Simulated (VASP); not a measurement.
Computed with optB86b-vdW, VASP's PBE PAW potentials (set 64) (plane waves; VASP 6.6.1).

VASP input:

INCAR:
```
SYSTEM = LiH
PREC = Accurate; ENCUT = 520; LREAL = F
LASPH = T
EDIFF = 1E-7; NELM = 100; ALGO = Normal
ISMEAR = 0; SIGMA = 0.05
GGA = MK; LUSE_VDW = T; AGGAC = 0.0
PARAM1 = 0.1234; PARAM2 = 1.0
ISIF = 2
LWAVE = F; LCHARG = F
```

POSCAR:
```
LiH
1
    0.0000000000     2.0072869805     2.0072869805
    2.0072869805     0.0000000000     2.0072869805
    2.0072869805     2.0072869805     0.0000000000
Li H
1 1
Direct
  1.0000000000   1.0000000000   1.0000000000
  0.5000000000   0.5000000000   0.5000000000
```

File KPOINTS:
```
Automatic mesh
0
Gamma
11 11 11
0 0 0
```

POTCAR, in this order: Li_sv H (PBE.64 set). Program: vasp_std.

Output

**OUTCAR**
```
 ion  position               nearest neighbor table
   1  0.000  0.000  0.000-
   2  0.500  0.500  0.500-
  LATTYP: Found a face centered cubic cell.
 ALAT       =     4.0145739610
 Subroutine PRICEL returns:
 Original cell was already a primitive cell.
 Subroutine GETGRP returns: Found 48 space group operations
The static configuration has the point symmetry O_h .
The dynamic configuration has the point symmetry O_h .
 Subroutine INISYM returns: Found 48 space group operations
 Subroutine IBZKPT returns following result:
 Found     56 irreducible k-points:

 Following reciprocal coordinates:
            Coordinates               Weight
  0.000000  0.000000  0.000000      1.000000
  0.090909  0.000000  0.000000      8.000000
  0.181818  0.000000  0.000000      8.000000
  0.272727  0.000000  0.000000      8.000000
  0.363636  0.000000  0.000000      8.000000
  0.454545  0.000000  0.000000      8.000000
  0.090909  0.090909  0.000000      6.000000
  0.181818  0.090909  0.000000     24.000000
  0.272727  0.090909  0.000000     24.000000
...
```

### OSZICAR
```
       N       E                     dE             d eps       ncg     rms          rms(c)
DAV:   1    -0.734256023641E-01   -0.73426E-01   -0.15003E+03   690   0.631E+02
DAV:   2    -0.544399396495E+01   -0.53706E+01   -0.53706E+01   966   0.694E+01
DAV:   3    -0.554631548121E+01   -0.10232E+00   -0.10232E+00   780   0.903E+00
DAV:   4    -0.554763132572E+01   -0.13158E-02   -0.13158E-02   954   0.915E-01
DAV:   5    -0.554764196853E+01   -0.10643E-04   -0.10643E-04   792   0.497E-02    0.305E+00
DAV:   6    -0.534288347980E+01    0.20476E+00   -0.19030E-01   750   0.202E+00    0.151E+00
DAV:   7    -0.527964784773E+01    0.63236E-01   -0.23735E-01   846   0.251E+00    0.237E-01
DAV:   8    -0.528240403480E+01   -0.27562E-02   -0.77236E-03   792   0.767E-01    0.432E-02
DAV:   9    -0.528238044948E+01    0.23585E-04   -0.28194E-04   990   0.981E-02    0.126E-02
DAV:  10    -0.528238065572E+01   -0.20624E-06   -0.11154E-05   822   0.306E-02    0.354E-03
DAV:  11    -0.528237980844E+01    0.84728E-06   -0.75574E-07   894   0.868E-03    0.115E-03
DAV:  12    -0.528237822213E+01    0.15863E-05   -0.77889E-08   786   0.294E-03    0.144E-03
DAV:  13    -0.528237911286E+01   -0.89074E-06   -0.28421E-08   360   0.182E-03    0.117E-04
DAV:  14    -0.528237916567E+01   -0.52809E-07   -0.41519E-09   336   0.760E-04
   1 F= -.52823792E+01 E0= -.52823792E+01  d E =-.250290E-11
```

OUTCAR:
```
------------------------ aborting loop because EDIFF is reached ----------------------------------------
  FORCE on cell =-STRESS in cart. coord.  units (eV):
  Direction    XX          YY          ZZ          XY          YZ          ZX
  --------------------------------------------------------------------------------------
  Total       -0.0163733     -0.0163733     -0.0163733      0.0000000      0.0000000     -0.0000000
  in kB       -1.6217643     -1.6217643     -1.6217643      0.0000000      0.0000000     -0.0000000
  external PRESSURE =      -1.6217643 kB  Pullay stress =       0.0000000 kB
  volume of cell :       16.18
      direct lattice vectors                 reciprocal lattice vectors
     0.000000000  2.007286980  2.007286980    -0.249092434  0.249092434  0.249092434
     2.007286980  0.000000000  2.007286980     0.249092434 -0.249092434  0.249092434
     2.007286980  2.007286980  0.000000000     0.249092434  0.249092434 -0.249092434
  FREE ENERGIE OF THE ION-ELECTRON SYSTEM (eV)
  ---------------------------------------------------
  free  energy   TOTEN  =        -5.2823791657 eV

  energy  without entropy=       -5.2823791657  energy(sigma->0) =       -5.28237917
```
(Selected blocks of OUTCAR.)

The compound is LiH in the rock salt structure. It was relaxed first.
